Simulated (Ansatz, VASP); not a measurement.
# GeMo in two plane-wave programs, part 2 of 2

Wanted: the spread between two codes on one cell, functional and k mesh. The cell is invented: As first built, before any earlier steps moved the atoms (in the runner's words): it takes the WC structure with all of its atoms replaced by other elements, volume scaled by an estimate. It may not be a known or stable phase. The cell is taken from a series of VASP runs on this material, whose earlier steps may have relaxed, scaled or displaced it; both programs get it as it stands.

VASP 6.6.1 and Ansatz 0.2.0.

So far: Set-up; Ansatz: band structure, PBE, spin-orbit coupling; VASP: band structure, PBE, spin-orbit coupling.

## Step 3: VASP: band structure, PBE, spin-orbit coupling (continued)

Level of this step: PBE, spin-orbit coupling; plane waves and PAW (Mo_sv, Ge_d); invented cell (VASP).

Numbers of over 12 decimals in the logs are rounded to 6 here.

Parts of OUTCAR (step 3):

```text
ion  position               nearest neighbor table
   1  0.000  0.000  0.000-   2 2.58   2 2.58   2 2.58   2 2.58   2 2.58   2 2.58
   2  0.667  0.333  0.500-   1 2.58   1 2.58   1 2.58   1 2.58   1 2.58   1 2.58

  LATTYP: Found a hexagonal cell.
 ALAT       =     3.2123678541
 C/A-ratio  =     1.1176897113

 Subroutine GETGRP returns: Found 12 space group operations
 (whereof 12 operations were pure point group operations)

The static configuration has the point symmetry D_3h.

 Found     60 irreducible k-points:

   k-points           NKPTS =     60   k-points in BZ     NKDIM =     60   number of bands    NBANDS=     40

   dimension x,y,z NGX =    24 NGY =   24 NGZ =   24
   dimension x,y,z NGXF=    48 NGYF=   48 NGZF=   48

   ENCUT  =  410.0 eV  30.13 Ry    5.49 a.u.   5.30  5.30  5.93*2*pi/ulx,y,z

   NELECT =      28.0000    total number of electrons

 k-points in reciprocal lattice and weights: Automatic mesh
   0.00000000  0.00000000  0.00000000       0.003
   0.12500000  0.00000000  0.00000000       0.008
  -0.12500000  0.00000000  0.00000000       0.008
   0.25000000  0.00000000  0.00000000       0.008
  -0.25000000  0.00000000  0.00000000       0.008
   0.37500000  0.00000000  0.00000000       0.008
  -0.37500000 -0.00000000  0.00000000       0.008
   0.50000000  0.00000000  0.00000000       0.008
   0.12500000  0.12500000  0.00000000       0.016
[...]
0.25000000  0.25000000  0.50000000       0.016
   0.37500000  0.25000000  0.50000000       0.016

 average (electrostatic) potential at core
       1 -71.6689       2 -68.9108

 E-fermi :   9.8853

 k-point     1 :       0.0000    0.0000    0.0000
  band No.  band energies     occupation
    ...
     22       6.7794      1.00000
     23       8.3933      1.00000
     24       8.3933      1.00000
     25       8.4989      1.00000
     26       8.4989      1.00000
     27      10.1864      0.00000
     28      10.1864      0.00000
     29      10.5707      0.00000
     30      10.5707      0.00000
     31      10.6736      0.00000
    ...

 k-point     2 :       0.1250    0.0000    0.0000
  band No.  band energies     occupation
    ...
     24       8.0221      1.00000
     25       8.7290      1.00000
     26       8.7290      1.00000
     27       8.8758      1.00000
     28       8.8758      1.00000
     29      10.5417      0.00000
     30      10.5417      0.00000
     31      12.2342      0.00000
     32      12.2342      0.00000
     33      15.0519      0.00000
    ...

 k-point     3 :      -0.1250    0.0000    0.0000
  band No.  band energies     occupation
    ...
     24       8.0221      1.00000
     25       8.7290      1.00000
     26       8.7290      1.00000
     27       8.8758      1.00000
     28       8.8758      1.00000
     29      10.5417      0.00000
     30      10.5417      0.00000
     31      12.2342      0.00000
     32      12.2342      0.00000
     33      15.0519      0.00000
    ...

  Total       -0.0106635     -0.0106635      0.0549993     -0.0000000     -0.0000000     -0.0000000
  in kB       -0.5324537     -0.5324536      2.7462517     -0.0000001     -0.0000000     -0.0000000
  external PRESSURE =       0.5604481 kB  Pullay stress =       0.0000000 kB

  energy-cutoff  :      410.00
  volume of cell :       32.09
      direct lattice vectors                 reciprocal lattice vectors
     3.212367854  0.000000015  0.000000000     0.311296851  0.179727280  0.000000000
    -1.606183397  2.781991884  0.000000000    -0.000000002  0.359454678  0.000000000
     0.000000000  0.000000000  3.590430499     0.000000000  0.000000000  0.278518133

 POSITION                                       TOTAL-FORCE (eV/Angst)
 -----------------------------------------------------------------------------------
      0.00000      0.00000      0.00000         0.000000     -0.000000      0.000000
      1.60618      0.92733      1.79522        -0.000000      0.000000      0.000000
 -----------------------------------------------------------------------------------
    total drift:                               -0.000015      0.000001     -0.000000

  FREE ENERGIE OF THE ION-ELECTRON SYSTEM (eV)
  ---------------------------------------------------
  free  energy   TOTEN  =       -15.6643783526 eV

  energy  without entropy=      -15.6641365511  energy(sigma->0) =      -15.66425745

 Spin-Orbit-Coupling matrix elements
 Ion:    1  E_soc:     -0.2050253
 Ion:    2  E_soc:     -0.0199780

 total charge
# of ion       s       p       d       tot
------------------------------------------
    1        2.264   6.161   4.004  12.429
    2        1.134   1.320  10.084  12.539
--------------------------------------------------
tot          3.398   7.481  14.088  24.968

 magnetization (x)
# of ion       s       p       d       tot
------------------------------------------
    1        0.000  -0.000   0.000   0.000
    2        0.000   0.000   0.000   0.000
--------------------------------------------------
tot          0.000  -0.000   0.000   0.000

 magnetization (y)
# of ion       s       p       d       tot
------------------------------------------
    1       -0.000   0.000  -0.000  -0.000
    2        0.000   0.000   0.000   0.000
--------------------------------------------------
tot         -0.000   0.000  -0.000  -0.000

 magnetization (z)
# of ion       s       p       d       tot
------------------------------------------
    1        0.000  -0.000   0.000  -0.000
    2        0.000   0.000  -0.000   0.000
--------------------------------------------------
tot          0.000   0.000  -0.000   0.000

[... 3 further parts left out ...]
```

The run ends at a pressure of 0.06 GPa.

## Step 4: Differences

Known differences besides the potentials themselves: spin-orbit coupling enters by fully relativistic files in Ansatz and inside the spheres in VASP; the cutoff is 420 eV in Ansatz and 410 eV in VASP. Total energies have different zeros and are not compared.

Compared:

| quantity | Ansatz | VASP | difference |
| --- | --- | --- | --- |
| pressure (GPa) | 0.29 | 0.06 | +0.23 |

Levels from 3 eV below to 2 eV above the Fermi level differ by 2 meV r.m.s. and 11 meV at most; each VASP level is matched to the nearest of Ansatz, which flatters the figure a little.

## Step 5: What came out

```json
{
 "r.m.s. difference of levels near the Fermi level (band structure, PBE, spin-orbit coupling)": "2.4 meV"
}
```

What this shows: The r.m.s. difference of levels near the Fermi level is 2.4 meV (band structure, PBE, spin-orbit coupling), within the 80 meV picked in this series as the mark of a large difference. Such differences can come from data sets, numerical settings and the points named under the comparisons, not from the functional's error against experiment.

[Lines on the potential files, build, host, timing and source positions are cut from VASP's logs without a mark.]

[Logs are printed without paths, hosts, clocks, repeated set-up lines and the standing remarks that a program may print on its own settings, such as how far it seeks lower states.]

[Hosts, paths, dates, database ids (printed as entryN), source tags and the programs' standing remarks are cut or masked in the printed files.]
